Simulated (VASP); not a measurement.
Here is the system:

LiCl is taken in the cubic space group Fm-3m (No. 225), the rock salt structure, Pearson symbol cF8. Lattice parameters: a = 5.1400 Å, b = 5.1400 Å, c = 5.1400 Å, α = 90.00°, β = 90.00°, γ = 90.00°. Li on 4a sees 6 Cl at 2.570 Å (octahedral). Cl on 4b sees 6 Li at 2.570 Å (octahedral). (Neighbours: up to the widest gap in distance over summed covalent radii, below 1.35, at either atom; cation-cation and far metal-metal contacts left out.)
(The calculation used a cell of 2 atoms; values per cell refer to that cell.)

The numbers are results of Bethe-Salpeter equation (Tamm-Dancoff) on G0W0 levels and PBE orbitals, VASP's PBE PAW potentials (set 64) (plane waves; VASP), not measurements. Settings: PREC = Normal, 500 eV cut-off, 6×6×6 Γ-centred mesh, Gaussian smearing of 0.010 eV, potentials Li_sv_GW Cl_GW.

The mesh is coarse, so the spectrum and binding energies are not converged.

The BSE takes 3 valence and 4 conduction bands in the Tamm-Dancoff approximation; the smallest direct G0W0 gap on the mesh is 8.82 eV.

**Question.** Where does the first bright exciton lie on this mesh?

**Answer.** At 7.87 eV. Its distance from the direct gap isn't converged on a mesh this coarse and overstates the binding.

| ħω (eV) | ε₂ |
|---|---|
| 0.00 | 0.00 |
| 0.40 | 0.00 |
| 0.70 | 0.00 |
| 1.10 | 0.00 |
| 1.40 | 0.01 |
| 1.80 | 0.01 |
| 2.20 | 0.01 |
| 2.50 | 0.01 |
| 2.90 | 0.01 |
| 3.20 | 0.02 |
| 3.60 | 0.02 |
| 3.90 | 0.02 |
| 4.30 | 0.03 |
| 4.70 | 0.04 |
| 5.00 | 0.04 |
| 5.40 | 0.06 |
| 5.70 | 0.07 |
| 6.10 | 0.10 |
| 6.50 | 0.14 |
| 6.80 | 0.21 |
| 7.20 | 0.45 |
| 7.50 | 1.15 |
| 7.90 | 13.2 |
| 8.30 | 11.8 |
| 8.60 | 3.15 |
| 9.00 | 1.76 |
| 9.30 | 2.31 |
| 9.70 | 4.02 |
| 10.10 | 1.89 |
| 10.40 | 2.24 |
| 10.80 | 3.00 |
| 11.10 | 2.17 |
| 11.50 | 5.54 |
| 11.80 | 7.10 |
| 12.20 | 4.91 |
| 12.60 | 4.29 |
| 12.90 | 3.24 |
| 13.30 | 2.60 |
| 13.60 | 3.18 |
| 14.00 | 1.73 |

The compound is LiCl in the rock salt structure. The cell was not relaxed at this level.
